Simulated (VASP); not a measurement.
# TiN (Osbornite) (Fm-3m) in VASP: settings compared, part 2 of 2

VASP 6.6.1.

### Step 3. Single point, HSE06, collinear spin, ferromagnetic start

POSCAR

```
TiN
1.0
    0.0000000000      2.1190000000      2.1190000000
    2.1190000000      0.0000000000      2.1190000000
    2.1190000000      2.1190000000      0.0000000000
Ti N
1 1
Direct
    0.0000000000      0.0000000000      0.0000000000
    0.5000000000      0.5000000000      0.5000000000
```

INCAR.step1

```
PREC = Accurate
ENCUT = 520
EDIFF = 1E-5
ISMEAR = -1
SIGMA = 0.05
LREAL = F
LASPH = T
NELM = 100
ALGO = Normal
ISIF = 2
LWAVE = T
ISPIN = 2
MAGMOM = 1 0
LORBIT = 11
LMAXMIX = 4
GGA = PE
KPAR = 4
```

INCAR.step2

```
PREC = Accurate
ENCUT = 520
EDIFF = 1E-6
ISMEAR = -1
SIGMA = 0.05
LREAL = F
LASPH = T
NELM = 100
ALGO = Normal
ISIF = 2
LWAVE = F
LCHARG = T
ISPIN = 2
MAGMOM = 1 0
LORBIT = 11
LMAXMIX = 4
GGA = PE
LHFCALC = T
HFSCREEN = 0.2
PRECFOCK = Fast
LVHAR = T
ISTART = 1
KPAR = 4
```

KPOINTS

```
regular mesh
0
Gamma
  7 7 7
```

Potentials or basis: VASP PAW PBE potentials, release 64 (Ti_sv, N).

Command:

```sh
$ cat potpaw_PBE.64/Ti_sv/POTCAR potpaw_PBE.64/N/POTCAR > POTCAR
$ cp INCAR.step1 INCAR
$ mpirun -np 4 vasp_std > vasp.out
$ cp INCAR.step2 INCAR
$ mpirun -np 4 vasp_std > vasp.out
```

OUTCAR:

```text
PREC = Accurate
   ENCUT = 520
   EDIFF = 1E-6
   ISMEAR = -1
   LREAL = F
   LASPH = T
   NELM = 100
   ISIF = 2
   ISPIN = 2
   LORBIT = 11
   GGA = PE
   LHFCALC = T
   HFSCREEN = 0.2
   PRECFOCK = Fast
   ISTART = 1

 ion  position               nearest neighbor table
   1  0.000  0.000  0.000-   2 2.12   2 2.12   2 2.12   2 2.12   2 2.12   2 2.12
   2  0.500  0.500  0.500-   1 2.12   1 2.12   1 2.12   1 2.12   1 2.12   1 2.12

  LATTYP: Found a face centered cubic cell.
 ALAT       =     4.2380000000

  Lattice vectors:

 A1 = (   0.0000000000,   2.1190000000,   2.1190000000)
 A2 = (   2.1190000000,   0.0000000000,   2.1190000000)
 A3 = (   2.1190000000,   2.1190000000,   0.0000000000)

Analysis of symmetry for initial positions (statically):
=====================================================================
 Subroutine PRICEL returns:
 Original cell was already a primitive cell.

 Routine SETGRP: Setting up the symmetry group for a
 face centered cubic supercell.

 Subroutine GETGRP returns: Found 48 space group operations
 (whereof 48 operations were pure point group operations)
 out of a pool of 48 trial point group operations.

The static configuration has the point symmetry O_h .

Analysis of symmetry for dynamics (positions and initial velocities):
=====================================================================
 Subroutine PRICEL returns:
 Original cell was already a primitive cell.

 Routine SETGRP: Setting up the symmetry group for a
 face centered cubic supercell.

 Subroutine GETGRP returns: Found 48 space group operations
 (whereof 48 operations were pure point group operations)
 out of a pool of 48 trial point group operations.

The dynamic configuration has the point symmetry O_h .

Analysis of structural, dynamic, and magnetic symmetry:
=====================================================================
 Subroutine PRICEL returns:
 Original cell was already a primitive cell.
[... 477 lines left out ...]
      3     -26.0084      1.00000
      4     -25.7881      1.00000
      5      -5.8197      1.00000
      6       4.4741      1.00000
      7       4.8319      1.00000
      8       5.6079      1.00000
      9      12.3602      0.00002
     10      13.5283      0.00000
     11      14.7915      0.00000
     12      15.8298      0.00000
     13      16.5596      0.00000
 Fermi energy:        11.8220478562

 spin component 2

 k-point     1 :       0.0000    0.0000    0.0000
  band No.  band energies     occupation
      1     -51.2705      1.00000
      2     -25.5878      1.00000
      3     -25.5878      1.00000
      4     -25.5878      1.00000
      5      -7.9409      1.00000
      6       8.9033      1.00000
      7       8.9033      1.00000
      8       8.9033      1.00000
      9      11.0632      1.00000
     10      11.0632      1.00000
     11      11.0632      1.00000
     12      12.6954      0.00000
     13      12.6954      0.00000
[... 290 lines left out ...]
  band No.  band energies     occupation
      1     -51.1343      1.00000
      2     -26.0307      1.00000
      3     -26.0086      1.00000
      4     -25.7883      1.00000
      5      -5.8198      1.00000
      6       4.4740      1.00000
      7       4.8319      1.00000
      8       5.6078      1.00000
      9      12.3600      0.00002
     10      13.5280      0.00000
     11      14.7912      0.00000
     12      15.8297      0.00000
     13      16.5596      0.00000

------------------------ aborting loop because EDIFF is reached ----------------------------------------

  FORCE on cell =-STRESS in cart. coord.  units (eV):
  Direction    XX          YY          ZZ          XY          YZ          ZX
  --------------------------------------------------------------------------------------
  -------------------------------------------------------------------------------------
  Total       -0.7342820     -0.7342820     -0.7342820     -0.0000000     -0.0000000     -0.0000000
  in kB      -61.8230728    -61.8230728    -61.8230728     -0.0000000     -0.0000000     -0.0000000
  external PRESSURE =     -61.8230728 kB  Pullay stress =       0.0000000 kB

 VOLUME and BASIS-vectors are now :
 -----------------------------------------------------------------------------
  energy-cutoff  :      520.00
  volume of cell :       19.03
      direct lattice vectors                 reciprocal lattice vectors
     0.000000000  2.119000000  2.119000000    -0.235960359  0.235960359  0.235960359
     2.119000000  0.000000000  2.119000000     0.235960359 -0.235960359  0.235960359
     2.119000000  2.119000000  0.000000000     0.235960359  0.235960359 -0.235960359

 POSITION                                       TOTAL-FORCE (eV/Angst)
 -----------------------------------------------------------------------------------
      0.00000      0.00000      0.00000         0.000000      0.000000     -0.000000
      2.11900      2.11900      2.11900        -0.000000     -0.000000      0.000000
 -----------------------------------------------------------------------------------
    total drift:                               -0.000000      0.000000      0.000000

  FREE ENERGIE OF THE ION-ELECTRON SYSTEM (eV)
  ---------------------------------------------------
  free  energy   TOTEN  =       -23.4947465141 eV

  energy  without entropy=      -23.4865016015  energy(sigma->0) =      -23.49062406

 total charge

# of ion       s       p       d       tot
------------------------------------------
    1        2.184   6.241   1.884  10.309
    2        1.244   2.528   0.000   3.772
--------------------------------------------------
tot          3.428   8.770   1.884  14.081

 magnetization (x)

# of ion       s       p       d       tot
------------------------------------------
    1       -0.000  -0.000  -0.000  -0.000
    2        0.000   0.000   0.000   0.000
--------------------------------------------------
tot         -0.000   0.000  -0.000  -0.000
```

OSZICAR.step1:

```text
N       E                     dE             d eps       ncg     rms          rms(c)
DAV:   1     0.143316584353E+03    0.14332E+03   -0.90780E+03  1040   0.161E+03
DAV:   2    -0.139276360370E+02   -0.15724E+03   -0.14903E+03  1165   0.400E+02
DAV:   3    -0.241455723996E+02   -0.10218E+02   -0.10057E+02  1208   0.105E+02
DAV:   4    -0.246178787833E+02   -0.47231E+00   -0.47058E+00  1501   0.207E+01
DAV:   5    -0.246268959466E+02   -0.90172E-02   -0.90167E-02  1248   0.259E+00    0.191E+01
DAV:   6    -0.199835029260E+02    0.46434E+01   -0.22176E+01  1466   0.659E+01    0.679E+00
DAV:   7    -0.196758464127E+02    0.30766E+00   -0.21669E+00  1334   0.205E+01    0.517E+00
DAV:   8    -0.196796683394E+02   -0.38219E-02   -0.53188E-01  1239   0.115E+01    0.226E+00
DAV:   9    -0.196504589318E+02    0.29209E-01   -0.48814E-02  1299   0.376E+00    0.155E+00
DAV:  10    -0.196417146471E+02    0.87443E-02   -0.94969E-03  1181   0.148E+00    0.879E-01
DAV:  11    -0.196383093854E+02    0.34053E-02   -0.18995E-02  1115   0.214E+00    0.233E-01
DAV:  12    -0.196381132265E+02    0.19616E-03   -0.92614E-04  1070   0.433E-01    0.651E-02
DAV:  13    -0.196380850913E+02    0.28135E-04   -0.14707E-04  1397   0.167E-01    0.177E-02
DAV:  14    -0.196380912010E+02   -0.61097E-05   -0.18014E-05   909   0.416E-02
   1 F= -.19638091E+02 E0= -.19633776E+02  d E =-.862990E-02  mag=     0.0000
```

Run time: 19 min. Hardware: 4 MPI ranks of Intel Xeon Platinum 8375C at 2.90GHz (Ice Lake), shared host; peak memory 0.24 GiB.

What came out:

```yaml
Free_energy: -23.4947 eV
Pressure: -6.2 GPa
Band_gap_on_the_k_mesh: none (metal or under the smearing width)
Net_moment: 0.00 μB per cell
Valence_electrons_inside_the_program's_atomic_spheres: Ti 10.31; N 3.77
```

Levels at points of the mesh, in eV from the Fermi level:
Spin up:
```tsv
k point	band 7	band 8	band 9	band 10	band 11	band 12
(0.00, 0.00, 0.00)	-2.92	-2.92	-0.76	-0.76	-0.76	0.87
```
Spin down:
| k point | band 6 | band 7 | band 8 | band 9 | band 10 | band 11 | band 12 | band 13 |
| --- | --- | --- | --- | --- | --- | --- | --- | --- |
| (0.00, 0.00, 0.00) | -2.92 | -2.92 | -2.92 | -0.76 | -0.76 | -0.76 | 0.87 | 0.87 |

Caveat: the k mesh is coarse (spacing up to 0.37 Å⁻¹), so the values aren't converged, least of all with exact exchange; the PAW data sets were made with another functional, which shifts forces and pressure a little.
